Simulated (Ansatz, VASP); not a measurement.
# Cross-check of Hf (Hf strained to the junction's net) between VASP and Ansatz

Wanted: the spread between two codes on one cell, functional and k mesh. The structure shown is the end of the Ansatz relaxation below.

Program: Ansatz 0.2.0. Level of theory: plane waves, with VASP 6.6.1 beside it; single point at PBE. Results are calculated unless marked as measured.

## (1) The structure

It takes space group P6_3/mmc (No. 194, hexagonal). The conventional cell has a = 3.203 Å, b = 3.203 Å, c = 5.075 Å, α = 90.00°, β = 90.00°, γ = 120.00°. Nearest to Hf lie 12 Hf at 3.14 to 3.20 Å.

As a file:

```cif
data_structure
_symmetry_space_group_name_H-M 'P6_3/mmc'
_symmetry_Int_Tables_number 194
_cell_length_a 3.2030
_cell_length_b 3.2030
_cell_length_c 5.0753
_cell_angle_alpha 90.000
_cell_angle_beta 90.000
_cell_angle_gamma 120.000
_cell_volume 45.09
loop_
_atom_site_label
_atom_site_type_symbol
_atom_site_symmetry_multiplicity
_atom_site_Wyckoff_symbol
_atom_site_fract_x
_atom_site_fract_y
_atom_site_fract_z
_atom_site_occupancy
Hf1 Hf 2 d 0.33333 0.66667 0.75000 1
```

## (2) Ansatz: relaxation, PBE

Ansatz runs on its default PAW (the set named soft_2) files.

This run makes the geometry at which the two programs are then compared.

Contents of input.yaml:

```yaml
crystal:
  lattice:
    - [3.203, 0.0, 0.0]
    - [-1.6015, 2.7738793683, 0.0]
    - [0.0, 0.0, 5.0466859375]
  atoms:
    - { symbol: Hf, position: [0.0, 0.0, 0.0] }
    - { symbol: Hf, position: [0.3333333333, 0.6666666667, 0.5] }
kpoints:
  mp_grid: { grid: [12, 12, 6] }
scf:
  occupations: { method: fermi_dirac, width: 0.1 }
  max_iter: 150
hamiltonian:
  xc: pbe
relax:
  f_tol: 0.01
  max_steps: 40
  cell: { fix: [a, b, angles] }
```

The run is started by

```console
$ ansatz run input.yaml --threads 4 --pin off --max-ram 12288MiB --backend cpu --events-out ev --progress --plain --runs-dir out
```

Numbers of over 12 decimals in the logs are rounded to 6 here.

Log:

```text
Engine: ansatz 0.2.0, aarch64-unknown-linux-gnu
Pseudopotentials: kind: paw
Pseudopotential: Hf, paw, valence charge 26, recommended cutoff 420 eV (normal), Hf.paw.azcp
Functional definition: PBE
  parameter kappa = 0.804
  parameter beta = 0.066725
  exchange = pbe_x(kappa = kappa, mu = beta*pi^2/3)
  correlation = pbe_c(beta = beta)
Crystal: 2 atoms, lattice volume = 44.838 Å³
Basis set: ecut = 420 eV, 881 PW (Γ), exchange–correlation on 48×48×72 points (8 copies of the dense FFT grid, shifted against one another)
Bands: 32, of which v1, the nominal top of the filled ones, is band 26 counted from 1 (25 counted from 0)
Symmetry: 24 space group operations
Space group: P63/mmc (ITA 194), of the structure as read, at distance tolerance 3.6e-5 Å
k-points: 76 of 864
Non-local potential: Hf, projectors of the file, l = 0: 3, l = 1: 2, l = 2: 2, l = 3: 3
PAW form: soft (Blöchl's): semilocal exchange-correlation on the pseudo side does not see the compensation charge
PAW one-centre angular grid: Hf, 590 points (default); XC on 64 Gauss nodes
Initial density: superposition of atomic densities (neutral atoms: chi_scale 0, normalization atom), corrected by the library's trained network
Initial wavefunctions: pseudopotential atomic-orbital guess
Functional: x = pbe(κ = 0.804, μ = 0.219515), c = pbe(β = 0.066725)
SCF iter   1: F=—  HF=-31442.749201 eV  |F-HF|=—  |Δ(HF+E_count)|=         —  Δρ=2.87e-3  dr2=1.78e-3  ethr=1.77e-3  ⟨swp⟩=4.3  Hψ=7961  notcnv=0
preconditioner: auto → Kerker (q_TF=auto, 2.797 Å⁻¹)  [metal: Δε(μ)=0.023 eV  Ē_g=17.570 eV  σ=0.100 eV  W_gap=0.06  n_scr=22 (ndim 8)  ℏωp=38.4 eV  f_vac=0.000  D(μ)=1.67/eV (n_scr^D=22)]
SCF iter   2: F=—  HF=-31442.749538 eV  |F-HF|=—  |Δ(HF+E_count)|=   3.37e-4  Δρ=1.81e-3  dr2=7.82e-4  ethr=3.43e-6  ⟨swp⟩=2.6  Hψ=4868  notcnv=0
SCF iter   3: F=—  HF=-31442.749753 eV  |F-HF|=—  |Δ(HF+E_count)|=   2.15e-4  Δρ=2.81e-4  dr2=3.19e-5  ethr=1.50e-6  ⟨swp⟩=2.4  Hψ=3401  notcnv=0
SCF iter   4: F=—  HF=-31442.749762 eV  |F-HF|=—  |Δ(HF+E_count)|=   9.33e-6  Δρ=1.48e-4  dr2=5.28e-6  ethr=6.13e-8  ⟨swp⟩=2.0  Hψ=4369  notcnv=0
SCF iter   5: F=—  HF=-31442.749760 eV  |F-HF|=—  |Δ(HF+E_count)|=   1.96e-6  Δρ=5.18e-5  dr2=6.60e-7  ethr=1.02e-8  ⟨swp⟩=2.1  Hψ=3847  notcnv=0
SCF iter   6: F=-31442.749761 eV  HF=-31442.749761 eV  |F-HF|=1.05e-8  |Δ(HF+E_count)|=   4.23e-7  Δρ=1.34e-5  dr2=4.15e-8  ethr=1.92e-10  ⟨swp⟩=6.2  Hψ=10811  notcnv=0
SCF 1 converged in 6 iterations: F = -31442.749761 eV  dr2 = 4.15e-8
  greatest PAW one-centre occupation: 0.998 electrons in one spin orbital (limit 2), on the Hf atom at site 1 (counted from 0), in its partial waves of l = 0
relax step   1: F+E_penalty+E_count = -31442.74976078 eV  Δ(F+E_penalty+E_count) = +0.000e0 eV  max|allowed force component| = 2.035e-16 eV/Å  Δτ_max = 0.0000 Å  P = +0.659 GPa  Ω = 44.838 Å³  fix = [a, b, alpha, beta, gamma]  reactions: a +0.439, b +0.439 GPa  (6 SCF iters, dr2 threshold 1.00e-7 eV, accepted)
[...]
relax step   2: F+E_penalty+E_count = -31442.74993707 eV  Δ(F+E_penalty+E_count) = -1.763e-4 eV  max|allowed force component| = 1.480e-16 eV/Å  Δτ_max = 0.0000 Å  P = -0.452 GPa  Ω = 45.294 Å³  energy of the carried Pulay correction = -1.262e-4 eV  fix = [a, b, alpha, beta, gamma]  reactions: a -0.244, b -0.244 GPa  (5 SCF iters, dr2 threshold 2.00e-7 eV, accepted)
[...]
relax step   3: F+E_penalty+E_count = -31442.75054745 eV  Δ(F+E_penalty+E_count) = -6.104e-4 eV  max|allowed force component| = 1.850e-17 eV/Å  Δτ_max = 0.0000 Å  P = +0.031 GPa  Ω = 45.093 Å³  energy of the carried Pulay correction = -7.063e-5 eV  fix = [a, b, alpha, beta, gamma]  reactions: a +0.053, b +0.053 GPa  (4 SCF iters, dr2 threshold 2.00e-7 eV, accepted)
[...]
relax step   4: F+E_penalty+E_count = -31442.75061363 eV  Δ(F+E_penalty+E_count) = -6.619e-5 eV  max|allowed force component| = 5.551e-17 eV/Å  Δτ_max = 0.0000 Å  P = +0.031 GPa  Ω = 45.093 Å³  fix = [a, b, alpha, beta, gamma]  reactions: a +0.053, b +0.053 GPa  stress off target by 1.15e-2 GPa on what of the cell is left free  SCF on the basis re-selected at this cell (its energy is not comparable with the rows above)  (6 SCF iters)
basis re-selected at this cell: Δ(F+E_penalty+E_count) = -6.619e-5 eV, ΔP = +0.000 GPa vs the last step (what re-selecting the basis moved, of the pressure what is left beyond the Pulay correction that the steps carried, after the strain that the cell walked since its last selection, with what the two solves' SCF thresholds leave and, on support functions, any second-order correction that the steps lacked; it is no m [...]
SCF converged after 6 iterations
Free energy (F): -31442.750614 eV
Harris-Foulkes:  -31442.750614 eV  (|F-HF|=7.28e-12)
Internal energy: -31442.693281 eV  (E = F + TS)
E sigma→0 (E₀):  -31442.721947 eV
Entropy (-TS):   -0.057332 eV (-28.666 meV/atom)
Fermi energy:    19.722278 eV
--- Per-component energies (eV) ---
  E_band       = 62.991920
  E_kinetic    = 847.932658
  E_local      = -10183.867698  (includes V_loc(G=0)·N_el)
  E_nonlocal   = -2488.751406
  E_hartree    = 4787.945964
  E_xc         = -600.119961
  E_vxc        = -532.241897  (∫ρ·V_xc dr)
  E_paw        = -13855.519193  (= ΣΔE_a)
  E_vpaw       = 2844.028241  (= ΣTr[D̂ρ^β])
  E_aug_tail   = -0.000002  (compensation charges beyond the density's cutoff)
  E_ewald      = -9950.313642
  E_smearing   = -0.057332  (= −TS)
  E_closure    = -0.000000  (closes the sum)
  Σ components = -31442.750614   (vs F -31442.750614, Δ=0.00e0)
--- Forces (eV/Å), atoms counted from 1 ---
  atom   1  Hf    -0.00000000     0.00000000     0.00000000
  atom   2  Hf     0.00000000     0.00000000     0.00000000
  max |Σ_I F_I| component: 3.70e-17 eV/Å
--- Stress (GPa, compression-positive) ---
        0.052795       0.000000       0.000000
        0.000000       0.052795      -0.000000
        0.000000      -0.000000      -0.011478
  P = ⅓ Tr σ = 0.0314 GPa (0.314 kbar)
--- Relaxed structure (3 steps of the walk, 3 accepted, 1 SCFs on fresh bases) ---
  F+E_penalty+E_count = -31442.75061363 eV   max|allowed force component| = 5.551e-17 eV/Å   (the final SCF, on the basis selected at the relaxed cell)
  cell:  # Å, volume = 45.0925 Å³
    - [3.203000, 0, 0.0]
    - [-1.601500, 2.773879, 0.0]
    - [0.0, 0.0, 5.075281]
  atoms:
    - { symbol: Hf, position: [9.25185853962003e-18, -5.08852219630634e-17, 0.0] }
    - { symbol: Hf, position: [0.333333, 0.666667, 0.5] }
```

## (3) VASP: single point, PBE

The same cell, functional, mesh and smearing now go to VASP, with its own data sets.

Lines of VASP's logs that name or quote its potential files are left out, and so is its time.

Contents of INCAR:

```
SYSTEM = Hf
PREC = Accurate
ENCUT = 500
EDIFF = 1E-06
NELM = 120
ISMEAR = -1
SIGMA = 0.1
LREAL = .FALSE.
ALGO = Normal
GGA = PE
NBANDS = 16
LASPH = .TRUE.
LORBIT = 11
LWAVE = .FALSE.
LCHARG = .FALSE.
ISIF = 2
GGA_COMPAT = .FALSE.
```

Contents of POSCAR:

```
Hf
1.0
    3.2030000000      0.0000000000      0.0000000000
   -1.6015000000      2.7738793683      0.0000000000
    0.0000000000      0.0000000000      5.0752808162
Hf
2
Direct
    0.0000000000      0.0000000000      0.0000000000
    0.3333333333      0.6666666667      0.5000000000
```

Contents of KPOINTS:

```
Automatic mesh
0
Gamma
12 12 6
0 0 0
```

PAW data sets: Hf_pv (PBE family, release 64).

The run is started by

```console
$ mpirun -np 1 vasp_std
```

Log:

```text
[banner, memory and clock lines left out]
running    1 mpi-ranks, on    1 nodes
 distrk:  each k-point on    1 cores,    1 groups
 distr:  one band on    1 cores,    1 groups

 POSCAR found type information on POSCAR Hf
 POSCAR found :  1 types and       2 ions
 LDA part: xc-table for (Slater+PW92), standard interpolation
 POSCAR, INCAR and KPOINTS ok, starting setup
 FFT: planning ... GRIDC
 FFT: planning ... GRID_SOFT
 FFT: planning ... GRID
 WAVECAR not read
 entering main loop
       N       E                     dE             d eps       ncg     rms          rms(c)
DAV:   1     0.478580681622E+02    0.47858E+02   -0.11047E+04  2432   0.114E+03
DAV:   2    -0.189478532421E+02   -0.66806E+02   -0.65408E+02  3240   0.249E+02
DAV:   3    -0.205856924851E+02   -0.16378E+01   -0.16322E+01  3232   0.269E+01
DAV:   4    -0.205984710462E+02   -0.12779E-01   -0.12777E-01  3000   0.295E+00
DAV:   5    -0.205986474005E+02   -0.17635E-03   -0.17634E-03  3224   0.283E-01    0.648E+01
DAV:   6    -0.200690934836E+02    0.52955E+00   -0.50524E-01  2904   0.483E+00    0.384E+01
DAV:   7    -0.198863582559E+02    0.18274E+00   -0.85158E-01  2952   0.600E+00    0.184E+00
DAV:   8    -0.198758156155E+02    0.10543E-01   -0.55327E-02  2880   0.161E+00    0.377E-01
DAV:   9    -0.198759220103E+02   -0.10639E-03   -0.11512E-03  3376   0.254E-01    0.195E-01
DAV:  10    -0.198759077557E+02    0.14255E-04   -0.59040E-05  2912   0.541E-02    0.229E-01
DAV:  11    -0.198759114254E+02   -0.36697E-05   -0.62656E-06  3176   0.195E-02    0.109E-02
DAV:  12    -0.198759114776E+02   -0.52208E-07   -0.41276E-07  1800   0.465E-03
   1 F= -.19875911E+02 E0= -.19847225E+02  d E =-.573732E-01
```

From OUTCAR (step 3):

```text
ion  position               nearest neighbor table
   1  0.000  0.000  0.000-   2 3.14   2 3.14   2 3.14   2 3.14   2 3.14   2 3.14
   2  0.333  0.667  0.500-   1 3.14   1 3.14   1 3.14   1 3.14   1 3.14   1 3.14

  LATTYP: Found a hexagonal cell.
 ALAT       =     3.2030000000
 C/A-ratio  =     1.5845397490

 Subroutine GETGRP returns: Found 24 space group operations
 (whereof 12 operations were pure point group operations)

The static configuration has the point symmetry D_3h.
 The point group associated with its full space group is D_6h.

 Found     76 irreducible k-points:

   k-points           NKPTS =     76   k-points in BZ     NKDIM =     76   number of bands    NBANDS=     16

   dimension x,y,z NGX =    24 NGY =   24 NGZ =   40
   dimension x,y,z NGXF=    48 NGYF=   48 NGZF=   80

   ENCUT  =  500.0 eV  36.75 Ry    6.06 a.u.   5.84  5.84  9.25*2*pi/ulx,y,z

   NELECT =      20.0000    total number of electrons

 k-points in reciprocal lattice and weights: Automatic mesh
   0.00000000  0.00000000  0.00000000       0.001
   0.08333333  0.00000000  0.00000000       0.007
   0.16666667  0.00000000  0.00000000       0.007
   0.25000000  0.00000000  0.00000000       0.007
   0.33333333  0.00000000  0.00000000       0.007
   0.41666667  0.00000000  0.00000000       0.007
   0.50000000  0.00000000  0.00000000       0.003
   0.08333333  0.08333333  0.00000000       0.007
   0.16666667  0.08333333  0.00000000       0.014
[...]
0.33333333  0.25000000  0.50000000       0.014
   0.33333333  0.33333333  0.50000000       0.002

 average (electrostatic) potential at core
       1 -37.4660       2 -37.4660

 E-fermi :   4.8509

 k-point     1 :       0.0000    0.0000    0.0000
  band No.  band energies     occupation
    ...
      4     -25.3678      2.00000
      5     -25.3660      2.00000
      6     -25.3660      2.00000
      7      -2.4900      2.00000
      8       1.1748      2.00000
      9       5.4688      0.00414
     10       6.0460      0.00001
     11       6.0460      0.00001
     12       6.3056      0.00000
     13       6.8543      0.00000
    ...

 k-point     2 :       0.0833    0.0000    0.0000
  band No.  band energies     occupation
    ...
      4     -25.4054      2.00000
      5     -25.3757      2.00000
      6     -25.3711      2.00000
      7      -2.2819      2.00000
      8       1.3805      2.00000
      9       5.2002      0.05899
     10       5.5486      0.00186
     11       6.2421      0.00000
     12       6.5971      0.00000
     13       6.7168      0.00000
    ...

 k-point     3 :       0.1667    0.0000    0.0000
  band No.  band energies     occupation
    ...
      6     -25.3859      2.00000
      7      -1.6876      2.00000
      8       1.9295      2.00000
      9       4.5541      1.90223
     10       4.8582      0.96350
     11       6.0927      0.00001
     12       6.7673      0.00000
     13       6.8197      0.00000
     14       6.8666      0.00000
     15       7.2384      0.00000
    ...

  Total       -0.1005996     -0.1005996     -0.1473974     -0.0000000      0.0000000      0.0000000
  in kB       -3.5743929     -3.5743929     -5.2371593     -0.0000000      0.0000000      0.0000000
  external PRESSURE =      -4.1286484 kB  Pullay stress =       0.0000000 kB

  energy-cutoff  :      500.00
  volume of cell :       45.09
      direct lattice vectors                 reciprocal lattice vectors
     3.203000000  0.000000000  0.000000000     0.312207306  0.180252972  0.000000000
    -1.601500000  2.773879368  0.000000000     0.000000000  0.360505944  0.000000000
     0.000000000  0.000000000  5.075280816     0.000000000  0.000000000  0.197033432

 POSITION                                       TOTAL-FORCE (eV/Angst)
 -----------------------------------------------------------------------------------
      0.00000      0.00000      0.00000         0.000000      0.000000      0.000000
     -0.00000      1.84925      2.53764        -0.000000      0.000000      0.000000
 -----------------------------------------------------------------------------------
    total drift:                                0.000000     -0.000000     -0.000000

  FREE ENERGIE OF THE ION-ELECTRON SYSTEM (eV)
  ---------------------------------------------------
  free  energy   TOTEN  =       -19.8759114776 eV

  energy  without entropy=      -19.8185382385  energy(sigma->0) =      -19.84722486

 total charge
# of ion       s       p       d       tot
------------------------------------------
    1        0.392   6.384   1.537   8.313
    2        0.392   6.384   1.537   8.313
--------------------------------------------------
tot          0.783  12.768   3.074  16.625

[... 3 further parts left out ...]
```

The run ends at a pressure of -0.41 GPa.

## (4) Side by side

Known differences besides the potentials themselves: the data sets hold 52 valence electrons in Ansatz (on its default PAW (the set named soft_2) files) and 20 in VASP; the cutoff is 420 eV in Ansatz and 500 eV in VASP; Ansatz's pressure holds a Pulay correction, VASP's none. Total energies have different zeros and are not compared.

Both answers:

```csv
quantity,Ansatz,VASP,difference
pressure (GPa),0.03,-0.41,+0.44
```

## (5) Results

| Quantity | Value |
| --- | --- |
| difference in pressure (single point, PBE) | 0.44 GPa |

What this shows: The difference in pressure is 0.44 GPa (single point, PBE), within the 1 GPa picked in this series as the mark of a large difference. The data sets hold unlike numbers of valence electrons (52 in Ansatz and 20 in VASP), so part of the differences comes from the potentials. How closely two codes agree says nothing of how well the functional describes the real material.

[Lines on the potential files, build, host, timing and source positions are cut from VASP's logs without a mark.]

[Logs are printed without paths, hosts, clocks, repeated set-up lines and the standing remarks that a program may print on its own settings, such as how far it seeks lower states.]

[Hosts, paths, dates, database ids (printed as entryN), source tags and the programs' standing remarks are cut or masked in the printed files.]
